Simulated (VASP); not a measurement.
## Cl on Pd(111): which site?

Where does Cl sit on Pd(111), and how strongly does it bind?

Program: VASP 6.6.1. Level of theory: RPBE; plane waves and PAW (Pd), in the first sound run; inputs show where later runs differ. Results are calculated unless marked as measured.

Most raw output is cut from this account.

### 1. Starting point

The structure is cubic, space group Fm-3m (No. 225). Conventional cell: a = 3.890 Å, b = 3.890 Å, c = 3.890 Å, α = 90.00°, β = 90.00°, γ = 90.00°. Pd has 12 Pd at 2.75 Å nearest.

Coordinates:

```
Pd
1.0
     0.00000    1.94500    1.94500
     1.94500    0.00000    1.94500
     1.94500    1.94500    0.00000
Pd
1
Direct
  0.00000 0.00000 0.00000
```

### 2. The bulk reference, job relaxation, k-mesh 17×17×17

The bulk crystal is relaxed first, so that the slabs are cut at this functional's lattice.

INCAR reads:

```
SYSTEM = Pd
PREC = Accurate
ENCUT = 420
EDIFF = 1E-06
NELM = 120
ISMEAR = 1
SIGMA = 0.15
LREAL = .FALSE.
ALGO = Normal
GGA = RP
NBANDS = 11
LASPH = .TRUE.
LORBIT = 11
LWAVE = .FALSE.
LCHARG = .FALSE.
KPAR = 4
IBRION = 2
NSW = 30
ISIF = 3
EDIFFG = -0.01
POTIM = 0.4
```

POSCAR reads:

```
Pd
1.0
    0.0000000000      1.9450000000      1.9450000000
    1.9450000000      0.0000000000      1.9450000000
    1.9450000000      1.9450000000      0.0000000000
Pd
1
Direct
    0.0000000000      0.0000000000      0.0000000000
```

KPOINTS reads:

```
Automatic mesh
0
Gamma
17 17 17
0 0 0
```

The projector-augmented-wave data sets are Pd (PBE family, release 64).

On the command line:

```
> mpirun -np 4 vasp_std
```

The job ended after 6.2 s (4 MPI ranks of Intel Xeon 6975P-C (Granite Rapids), shared host; peak memory 0.53 GiB).

The PAW data sets were made with PBE, which is usual practice but a small mismatch for other functionals. The run keeps the 48 symmetry operations of its start, so it cannot find a distortion of lower symmetry.

Step by step:

```tsv
step	energy less that of the first step (eV)	largest force (eV/Å)	pressure (GPa)	volume (Å³)
1	0.0000	0.0000	11.79	14.72
2	-0.0103	0.0000	-7.55	16.64
3	-0.0338	0.0000	-0.04	15.71
```

```tsv
conventional cell, symmetrised	before	after	change
a (Å)	3.890	3.976	+2.2 %
b (Å)	3.890	3.976	+2.2 %
c (Å)	3.890	3.976	+2.2 %
volume (Å³/atom)	14.72	15.71	+6.7 %
```

Final coordinates:

```cif
data_structure
_symmetry_space_group_name_H-M 'P 1'
_symmetry_Int_Tables_number 1
_cell_length_a 2.8111
_cell_length_b 2.8111
_cell_length_c 2.8111
_cell_angle_alpha 60.000
_cell_angle_beta 60.000
_cell_angle_gamma 60.000
_cell_volume 15.71
loop_
_atom_site_label
_atom_site_type_symbol
_atom_site_fract_x
_atom_site_fract_y
_atom_site_fract_z
_atom_site_occupancy
Pd1 Pd 0.00000 0.00000 0.00000 1
```

Numbers from this step:

```yaml
electronic_cycles: 27
electrons: 10
free_energy_toten: -4.619 eV
energy_at_zero_smearing: -4.617 eV
fermi_energy: 8.852 eV
metallic: yes
```

The run ended after 3 ionic steps, 0.034 eV below its first step, once forces and stress met EDIFFG = -0.01.

Energy at zero smearing: -4.61724 eV.

### 3. The bulk reference, job self-consistent run, k-mesh 20×20×20

INCAR reads:

```
SYSTEM = Pd
PREC = Normal
ENCUT = 320
EDIFF = 1E-06
NELM = 120
ISMEAR = 1
SIGMA = 0.15
LREAL = .FALSE.
ALGO = Fast
GGA = RP
NBANDS = 11
LASPH = .TRUE.
LORBIT = 11
LWAVE = .FALSE.
LCHARG = .FALSE.
KPAR = 4
```

POSCAR reads:

```
Pd
1.0
    0.0000000000      1.9877520274      1.9877520274
    1.9877520274      0.0000000000      1.9877520274
    1.9877520274      1.9877520274      0.0000000000
Pd
1
Direct
    0.0000000000      0.0000000000      0.0000000000
```

KPOINTS reads:

```
Automatic mesh
0
Gamma
20 20 20
0 0 0
```

On the command line:

```
> mpirun -np 4 vasp_std
```

The job ended after 2 s (4 MPI ranks; peak memory 0.45 GiB; 5.4 s of CPU time).

Numbers from this step:

```yaml
electronic_cycles: 11
free_energy_toten: -4.624 eV
energy_at_zero_smearing: -4.623 eV
fermi_energy: 8.851 eV
```

Energy at zero smearing: -4.62318 eV.

The run ends at a pressure of -0.33 GPa.

### 4. Surface relaxation

System of this step: Pd(111). The cell holds 12 atoms: 12 Pd. Cell: a = 5.622 Å, b = 5.622 Å, c = 19.591 Å, α = 90.0°, β = 90.0°, γ = 60.0°. It derives from Pd. 3 layers of fcc Pd, cut at this functional's lattice. Vacuum lies along c.

The free atoms relax, while those held by selective dynamics keep their cut positions.

INCAR reads:

```
SYSTEM = Pd
PREC = Normal
ENCUT = 320
EDIFF = 1E-05
NELM = 120
ISMEAR = 1
SIGMA = 0.15
LREAL = .FALSE.
ALGO = Fast
GGA = RP
NBANDS = 74
LASPH = .TRUE.
LORBIT = 11
LWAVE = .FALSE.
LCHARG = .FALSE.
KPAR = 4
IBRION = 2
NSW = 40
ISIF = 2
EDIFFG = -0.03
POTIM = 0.4
MAXMIX = 40
IDIPOL = 3
LDIPOL = .TRUE.
DIPOL = 0.5 0.5 0.5
```

POSCAR reads:

```
Pd
1.0
    5.6222117516      0.0000000000      0.0000000000
    2.8111058758      4.8689782023      0.0000000000
    0.0000000000      0.0000000000     19.5905166724
Pd
12
Selective dynamics
Direct
    0.1666666700      0.1666666700      0.3828382900  F F F
    0.6666666700      0.1666666700      0.3828382900  F F F
    0.1666666700      0.6666666700      0.3828382900  F F F
    0.6666666700      0.6666666700      0.3828382900  F F F
    0.8333333300      0.3333333300      0.5000000000  T T T
    0.3333333300      0.3333333300      0.5000000000  T T T
    0.8333333300      0.8333333300      0.5000000000  T T T
    0.3333333300      0.8333333300      0.5000000000  T T T
    0.0000000000      0.0000000000      0.6171617100  T T T
    0.5000000000      0.0000000000      0.6171617100  T T T
    0.0000000000      0.5000000000      0.6171617100  T T T
    0.5000000000      0.5000000000      0.6171617100  T T T
```

KPOINTS reads:

```
Automatic mesh
0
Gamma
6 6 1
0 0 0
```

On the command line:

```
> mpirun -np 4 vasp_std
```

Wall time 30 s (4 MPI ranks); peak memory 1.2 GiB; 1.9 min of CPU time.

The run keeps the 6 symmetry operations of its start, so it cannot find a distortion of lower symmetry.

Hardly anything moved in the relaxation; the energy changed by under 0.2 meV an atom.

Numbers from this step:

```
electronic cycles       : 23
electrons               : 120
free energy (TOTEN)     : -51.6369 eV
energy at zero smearing : -51.6193 eV
Fermi energy            : -0.1807 eV
dipole moment           : 0, 0, -4.00e-6 e·Å
```

The start already met the threshold, so nothing moved, which says little where the restoring forces are soft.

### 5. Potential and states of the slab

A static run writes the electrostatic potential without exchange and correlation (LVHAR), which is flat in the vacuum and gives the level to count from. The dipole correction cancels the field that unlike faces would set up across the vacuum.

INCAR reads:

```
SYSTEM = Pd
PREC = Normal
ENCUT = 320
EDIFF = 1E-06
NELM = 120
ISMEAR = 1
SIGMA = 0.15
LREAL = .FALSE.
ALGO = Fast
GGA = RP
NBANDS = 74
LASPH = .TRUE.
LORBIT = 11
LWAVE = .FALSE.
LCHARG = .FALSE.
KPAR = 4
IDIPOL = 3
LDIPOL = .TRUE.
DIPOL = 0.5 0.5 0.5
LVHAR = .TRUE.
LVACPOTAV = .TRUE.
NEDOS = 1500
```

POSCAR is that of step 4.

KPOINTS is that of step 4.

On the command line:

```
> mpirun -np 4 vasp_std
```

Wall time 34 s (4 MPI ranks); peak memory 1.2 GiB.

Numbers from this step:

```yaml
electronic_cycles: 25
fermi_energy: -0.1808 eV
dipole_moment: 0, 0, -8.00e-6 e·Å
vacuum_levels: 4.899, 4.899 eV
work_functions_of_the_upper_and_lower_face: 5.080, 5.080 eV
```

Zero at the Fermi level. Planar average of the electrostatic potential against height:

height (Å), planar average of the electrostatic potential (eV) and a bar from the least value:
```
        0        5.1 ##############################
        1        5.1 ##############################
        2        5.1 ##############################
        3        5.1 ##############################
        4        5.1 ##############################
        5        5.0 ##############################
        6        4.2 #############################
        7      -10.8 ##########
        8      -10.8 ##########
        9       -2.7 ####################
       10      -17.6 #
       11        1.5 ##########################
       12      -18.7 
       13        0.1 ########################
       14        4.8 ##############################
       15        5.1 ##############################
       16        5.1 ##############################
       17        5.1 ##############################
       18        5.1 ##############################
       19        5.1 ##############################
```

Density of states in the PAW spheres, an atom over height of the layer and energy from the Fermi level.

Values in states/eV, 22 rows by 3 columns, each cell a mean:
```
0.31 0.19 0.31
2.71 3.07 2.71
2.39 2.33 2.39
2.18 1.70 2.18
3.07 1.56 3.07
2.06 1.16 2.06
2.96 2.38 2.96
2.20 2.52 2.20
1.93 1.99 1.93
1.11 1.12 1.11
1.47 2.30 1.47
1.63 2.85 1.63
0.61 1.48 0.61
0.12 0.24 0.12
0.05 0.12 0.05
0.04 0.09 0.04
0.02 0.05 0.02
0.00 0.00 0.00
0.00 0.00 0.00
0.00 0.00 0.00
0.00 0.00 0.00
0.00 0.00 0.00
```
Columns: height of the layer (Å) from 7.5 to 12.1; rows upwards: energy from the Fermi level (eV) from -7.9 to 0.5.

The map of layer states is cut here 0.5 eV above the Fermi level, so it leaves out the states above that.

The vacuum level lies 5.08 eV above the Fermi level at the upper face; both faces agree, as the slab has next to no dipole.

The program found no field-free point at its default tolerance, but its printed level agrees with the flat part of the planar average.

On this mesh the fine structure of the density of states is sampling noise, and high empty states may be cut by the number of bands.

### 6. Relaxing the adsorbate, site ontop

This step: RPBE; plane waves and PAW (Pd, Cl) (VASP 6.6.1).

System of this step: Pd12Cl (Pd(111)). The cell holds 13 atoms: 12 Pd and 1 Cl. Its edges and angles: a = 5.622 Å, b = 5.622 Å, c = 19.591 Å, α = 90.0°, β = 90.0°, γ = 60.0°. It derives from Pd. Cl over the ontop site of Pd(111). Vacuum lies along c.

The adsorbate starts over a high-symmetry site, and it relaxes with the upper layers within that symmetry.

INCAR reads:

```
SYSTEM = Pd12Cl
PREC = Normal
ENCUT = 320
EDIFF = 1E-05
NELM = 120
ISMEAR = 1
SIGMA = 0.15
LREAL = Auto
ALGO = Fast
GGA = RP
NBANDS = 78
LASPH = .TRUE.
LORBIT = 11
LWAVE = .FALSE.
LCHARG = .FALSE.
KPAR = 4
IBRION = 2
NSW = 50
ISIF = 2
EDIFFG = -0.03
POTIM = 0.4
MAXMIX = 40
IDIPOL = 3
LDIPOL = .TRUE.
DIPOL = 0.5 0.5 0.516
```

Changes to POSCAR since step 5:

```diff
@@ -1,2 +1,2 @@
-Pd
+Pd12Cl
 1.0
@@ -5,4 +5,4 @@
     0.0000000000      0.0000000000     19.5905166724
-Pd
-12
+Pd Cl
+12 1
 Selective dynamics
@@ -21 +21,2 @@
     0.5000000000      0.5000000000      0.6171617100  T T T
+    0.0000000000      0.0000000000      0.7141474100  T T T
```

KPOINTS is that of step 5.

Potentials, in the order of the species: Pd and Cl (PBE family, release 64).

On the command line:

```
> mpirun -np 4 vasp_std
```

Elapsed: 5.8 min, on 4 MPI ranks; peak memory 1.3 GiB; 23 min of CPU time.

This run has no spin polarisation. Its electron count is odd, so without a moment it is a metal by construction.

The steps of the relaxation (22 of 34):

```tsv
step	energy less that of the first step (eV)	largest force (eV/Å)
1	0.0000	9.5190
3	-1.2202	0.5637
4	-1.2201	0.6357
6	-1.2724	0.3083
7	-1.2745	0.2828
9	-1.2980	0.2973
10	-1.2973	0.4818
12	-1.3108	0.1222
14	-1.3128	0.1191
15	-1.3129	0.1131
17	-1.3150	0.0480
18	-1.3152	0.0594
20	-1.3159	0.0414
21	-1.3169	0.0442
23	-1.3177	0.0564
25	-1.3185	0.0697
26	-1.3185	0.0778
28	-1.3192	0.0399
29	-1.3193	0.0305
31	-1.3198	0.0308
32	-1.3197	0.0310
34	-1.3191	0.0283
```

The atoms that moved most (Å):

```tsv
atom	dx	dy	dz	length
Cl13	0.000	0.000	0.373	0.373
Pd9	0.000	0.000	0.011	0.011
Pd6	0.000	0.000	-0.011	0.011
Pd12	0.002	0.001	-0.009	0.010
Pd10	0.000	-0.003	-0.009	0.010
Pd11	-0.002	0.001	-0.009	0.010
Pd5	0.000	-0.006	0.003	0.007
Pd8	-0.005	0.003	0.003	0.007
```

The relaxed structure:

```
Pd Cl
1.0
     5.62221    0.00000    0.00000
     2.81111    4.86898    0.00000
     0.00000    0.00000   19.59052
Pd Cl
12 1
Direct
  0.16667 0.16667 0.38284
  0.66667 0.16667 0.38284
  0.16667 0.66667 0.38284
  0.66667 0.66667 0.38284
  0.83397 0.33206 0.50018
  0.33333 0.33333 0.49946
  0.83397 0.83397 0.50018
  0.33206 0.83397 0.50018
  0.00000 0.00000 0.61774
  0.50028 0.99943 0.61668
  0.99943 0.50028 0.61668
  0.50028 0.50028 0.61668
  0.00000 0.00000 0.73318
```

This step gave:

* electronic cycles: 259
* electrons: 127
* free energy (TOTEN): -54.4643 eV
* energy at zero smearing: -54.4543 eV
* Fermi energy: -0.188 eV
* dipole moment: 0, 0, 0.1949 e·Å

The run ended after 34 ionic steps, 1.319 eV below its first step, once the forces on the free atoms met EDIFFG = -0.03.

VASP counts the dipole in electrons times Å, so a positive number points the physical dipole along −c.

### 7. Potential and states with the adsorbate, site ontop

A static run like the clean slab's shows how the vacuum level shifts, by charge transfer, by any dipole of the adsorbate and by the slab's own rearrangement.

INCAR reads:

```
SYSTEM = Pd12Cl
PREC = Normal
ENCUT = 320
EDIFF = 1E-06
NELM = 120
ISMEAR = 1
SIGMA = 0.15
LREAL = Auto
ALGO = Fast
GGA = RP
NBANDS = 78
LASPH = .TRUE.
LORBIT = 11
LWAVE = .FALSE.
LCHARG = .FALSE.
KPAR = 4
IDIPOL = 3
LDIPOL = .TRUE.
DIPOL = 0.5 0.5 0.518
LVHAR = .TRUE.
LVACPOTAV = .TRUE.
NEDOS = 1500
```

POSCAR reads:

```
Pd12Cl
1.0
    5.6222117516      0.0000000000      0.0000000000
    2.8111058758      4.8689782023      0.0000000000
    0.0000000000      0.0000000000     19.5905166724
Pd Cl
12 1
Selective dynamics
Direct
    0.1666666700      0.1666666700      0.3828382900  F F F
    0.6666666700      0.1666666700      0.3828382900  F F F
    0.1666666700      0.6666666700      0.3828382900  F F F
    0.6666666700      0.6666666700      0.3828382900  F F F
    0.8339709044      0.3320581813      0.5001766530  T T T
    0.3333333300      0.3333333300      0.4994554968  T T T
    0.8339709044      0.8339709044      0.5001766530  T T T
    0.3320581813      0.8339709044      0.5001766530  T T T
    0.0000000000      0.0000000000      0.6177373545  T T T
    0.5002827721      0.9994344558      0.6166820135  T T T
    0.9994344558      0.5002827721      0.6166820135  T T T
    0.5002827721      0.5002827721      0.6166820135  T T T
    0.0000000000      0.0000000000      0.7331806120  T T T
```

KPOINTS is that of step 6.

On the command line:

```
> mpirun -np 4 vasp_std
```

The job ended after 38 s (4 MPI ranks; peak memory 1.2 GiB; 2.5 min of CPU time).

This step gave:

```yaml
electronic_cycles: 32
fermi_energy: -0.1948 eV
dipole_moment: 0, 0, 0.1943 e·Å
vacuum_levels: 6.106, 4.821 eV
work_functions_of_the_upper_and_lower_face: 6.301, 5.016 eV
```

Zero at the Fermi level. Planar average of the electrostatic potential against height:

```tsv
height (Å)	planar average of the electrostatic potential (eV)
0.0	6.25
0.5	5.29
1.0	5.02
1.5	5.02
2.0	5.02
2.5	5.02
3.0	5.02
3.5	5.02
4.0	5.01
4.5	5.00
5.0	4.96
5.5	4.79
6.0	4.15
6.5	1.51
7.0	-10.8
7.5	-19.0
8.0	-10.8
8.5	0.979
9.0	-2.74
9.5	-16.0
10.0	-17.6
10.5	-5.11
11.0	1.42
11.5	-8.38
12.0	-18.7
12.5	-13.3
13.0	0.0255
13.5	3.65
14.0	1.33
14.5	0.525
15.0	4.26
15.5	5.97
16.0	6.24
16.5	6.29
17.0	6.30
17.5	6.30
18.0	6.30
18.5	6.30
19.0	6.30
```

Density of states in the PAW spheres, an atom over height of the layer and energy from the Fermi level.

Values in states/eV, 22 rows by 4 columns, each cell a mean:
```
0.30 0.27 0.42 0.24
2.53 2.80 2.40 0.21
2.36 2.36 2.28 0.39
2.46 1.71 2.22 1.11
2.92 1.48 3.04 0.77
2.03 1.19 1.72 0.50
2.98 2.46 2.47 0.93
2.31 2.64 2.17 0.70
1.64 1.94 1.57 0.51
1.31 1.19 1.36 1.13
1.53 2.21 1.63 0.90
1.51 2.57 1.98 0.51
0.63 1.56 1.14 0.80
0.13 0.39 0.34 0.48
0.04 0.11 0.05 0.03
0.04 0.09 0.04 0.02
0.03 0.06 0.03 0.01
0.00 0.00 0.00 0.00
0.00 0.00 0.00 0.00
0.00 0.00 0.00 0.00
0.00 0.00 0.00 0.00
0.00 0.00 0.00 0.00
```
Columns: height of the layer (Å) from 7.5 to 14.4; rows upwards: energy from the Fermi level (eV) from -7.9 to 0.5.

Force by atom:

```tsv
atom	x (eV/Å)	y (eV/Å)	z (eV/Å)	size
Pd1	-0.0041	-0.0023	0.0176	0.0182
Pd2	0.0041	-0.0023	0.0176	0.0182
Pd3	0.0000	0.0047	0.0176	0.0182
Pd4	0.0000	0.0000	-0.0501	0.0501
Pd5	0.0000	0.0008	-0.0001	0.0008
Pd6	0.0000	0.0000	-0.0221	0.0221
Pd7	-0.0007	-0.0004	-0.0001	0.0008
Pd8	0.0007	-0.0004	-0.0001	0.0008
Pd9	0.0000	0.0000	0.0246	0.0246
Pd10	0.0000	0.0051	-0.0048	0.0070
Pd11	0.0044	-0.0025	-0.0048	0.0070
Pd12	-0.0044	-0.0025	-0.0048	0.0070
Cl13	0.0000	0.0000	0.0093	0.0093
```

The map of layer states is cut here 0.5 eV above the Fermi level, so it leaves out the states above that.

At the end the adsorbate's closest contact with the slab is Cl-Pd at 2.26 Å, nearly straight above the slab's atom, and its lowest atom lies 2.26 Å above the highest atom of the slab.

The vacuum level lies 6.30 eV above the Fermi level at the upper face; the two faces differ by 1.29 eV, the step that the slab's dipole of 0.194 e·Å makes.

VASP counts the dipole in electrons times Å, so a positive number points the physical dipole along −c.

The program found no field-free point at its default tolerance, but its printed level agrees with the flat part of the planar average.

On this mesh the fine structure of the density of states is sampling noise, and high empty states may be cut by the number of bands.

### 8. Relaxing the adsorbate, site bridge

INCAR reads:

```
SYSTEM = Pd12Cl
PREC = Normal
ENCUT = 320
EDIFF = 1E-05
NELM = 120
ISMEAR = 1
SIGMA = 0.15
LREAL = Auto
ALGO = Fast
GGA = RP
NBANDS = 78
LASPH = .TRUE.
LORBIT = 11
LWAVE = .FALSE.
LCHARG = .FALSE.
KPAR = 4
IBRION = 2
NSW = 50
ISIF = 2
EDIFFG = -0.03
POTIM = 0.4
MAXMIX = 40
IDIPOL = 3
LDIPOL = .TRUE.
DIPOL = 0.5 0.5 0.515
```

POSCAR reads:

```
Pd12Cl
1.0
    5.6222117516      0.0000000000      0.0000000000
    2.8111058758      4.8689782023      0.0000000000
    0.0000000000      0.0000000000     19.5905166724
Pd Cl
12 1
Selective dynamics
Direct
    0.1666666700      0.1666666700      0.3828382900  F F F
    0.6666666700      0.1666666700      0.3828382900  F F F
    0.1666666700      0.6666666700      0.3828382900  F F F
    0.6666666700      0.6666666700      0.3828382900  F F F
    0.8333333300      0.3333333300      0.5000000000  T T T
    0.3333333300      0.3333333300      0.5000000000  T T T
    0.8333333300      0.8333333300      0.5000000000  T T T
    0.3333333300      0.8333333300      0.5000000000  T T T
    0.0000000000      0.0000000000      0.6171617100  T T T
    0.5000000000      0.0000000000      0.6171617100  T T T
    0.0000000000      0.5000000000      0.6171617100  T T T
    0.5000000000      0.5000000000      0.6171617100  T T T
    0.2500000000      0.0000000000      0.6886248600  T T T
```

KPOINTS is that of step 7.

On the command line:

```
> mpirun -np 4 vasp_std
```

The job ended after 16 min (4 MPI ranks; peak memory 1.6 GiB).

The steps of the relaxation (22 of 50):

```tsv
step	energy less that of the first step (eV)	largest force (eV/Å)
1	0.0000	8.7793
3	-1.6355	1.2321
6	-1.8262	0.5477
8	-1.8613	0.2757
10	-1.8990	0.2346
13	-1.9144	0.2097
15	-1.9239	0.1361
17	-1.9278	0.0928
20	-1.9292	0.0911
22	-1.9335	0.0795
24	-1.9379	0.1069
27	-1.9490	0.1180
29	-1.9539	0.2230
31	-1.9558	0.2601
34	-1.9604	0.2424
36	-1.9631	0.1946
38	-1.9710	0.1859
41	-1.9789	0.0882
43	-1.9805	0.1190
45	-1.9847	0.0771
48	-1.9870	0.0434
50	-1.9878	0.0345
```

The atoms that moved most (Å):

```tsv
atom	dx	dy	dz	length
Cl13	0.000	0.586	0.468	0.750
Pd9	-0.028	-0.172	0.011	0.174
Pd10	0.028	-0.172	0.011	0.174
Pd12	0.000	-0.153	-0.055	0.163
Pd11	0.000	-0.139	0.022	0.140
Pd7	0.000	-0.090	0.068	0.113
Pd6	-0.004	-0.087	-0.016	0.089
Pd5	0.004	-0.087	-0.016	0.089
```

Final coordinates:

```xyz
13
Lattice="5.6222 0.0000 0.0000 2.8111 4.8690 0.0000 0.0000 0.0000 19.5905" Properties=species:S:1:pos:R:3
Pd    1.4056    0.8115    7.5000
Pd    4.2167    0.8115    7.5000
Pd    2.8111    3.2460    7.5000
Pd    5.6222    3.2460    7.5000
Pd    5.6264    1.5355    9.7789
Pd    2.8070    1.5355    9.7789
Pd    7.0278    3.9675    9.8637
Pd    4.2167    3.9824    9.7796
Pd   -0.0284   -0.1716   12.1016
Pd    2.8395   -0.1716   12.1016
Pd    1.4056    2.2960   12.1123
Pd    4.2167    2.2815   12.0354
Cl    1.4056    0.5859   13.9583
```

The run used up its steps with a largest force of 0.03 eV/Å at its last finished step, so it is continued.

### 9. Going on with the relaxation

The relaxation goes on from its last finished geometry.

Changes to INCAR since step 8:

```diff
@@ -16,3 +16,3 @@
 KPAR = 4
-IBRION = 2
+IBRION = 1
 NSW = 50
@@ -20,3 +20,3 @@
 EDIFFG = -0.03
-POTIM = 0.4
+POTIM = 0.3
 MAXMIX = 40
```

POSCAR reads:

```
Pd12Cl
1.0
    5.6222117516      0.0000000000      0.0000000000
    2.8111058758      4.8689782023      0.0000000000
    0.0000000000      0.0000000000     19.5905166724
Pd Cl
12 1
Selective dynamics
Direct
    0.1666666700      0.1666666700      0.3828382900  F F F
    0.6666666700      0.1666666700      0.3828382900  F F F
    0.1666666700      0.6666666700      0.3828382900  F F F
    0.6666666700      0.6666666700      0.3828382900  F F F
    0.8430541453      0.3153671662      0.4991649841  T T T
    0.3415786784      0.3153671662      0.4991649841  T T T
    0.8425785771      0.8148428358      0.5034960751  T T T
    0.3410480674      0.8179038553      0.4992004648  T T T
    0.0125738403      0.9647585532      0.6177296887  T T T
    0.5226676065      0.9647585532      0.6177296887  T T T
    0.0142255732      0.4715488536      0.6182723597  T T T
    0.5157114235      0.4685771529      0.6143473221  T T T
    0.1898284340      0.1203431321      0.7125022732  T T T
```

KPOINTS is that of step 8.

On the command line:

```
> mpirun -np 4 vasp_std
```

It took 52 s on 4 MPI ranks; peak memory 1.4 GiB; 3.4 min of CPU time.

The run keeps the 2 symmetry operations of its start, so it cannot find a distortion of lower symmetry.

No atom moved by 0.005 Å in the relaxation.

This step gave:

```
free energy (TOTEN)     : -54.7705 eV
energy at zero smearing : -54.7545 eV
Fermi energy            : 0.0965 eV
dipole moment           : 0, 0, 0.05802 e·Å
```

The start already met the threshold, so nothing moved, which says little where the restoring forces are soft.

(Continued in part 2 of 2.)

[Lines on the potential files, build, host, timing and source positions are cut from VASP's logs without a mark.]

[Logs are printed without paths, hosts, clocks, repeated set-up lines and the standing remarks that a program may print on its own settings, such as how far it seeks lower states.]

[Hosts, paths, dates, database ids (printed as entryN), source tags and the programs' standing remarks are cut or masked in the printed files.]

[Runs that stopped without an error message from VASP are left out.]
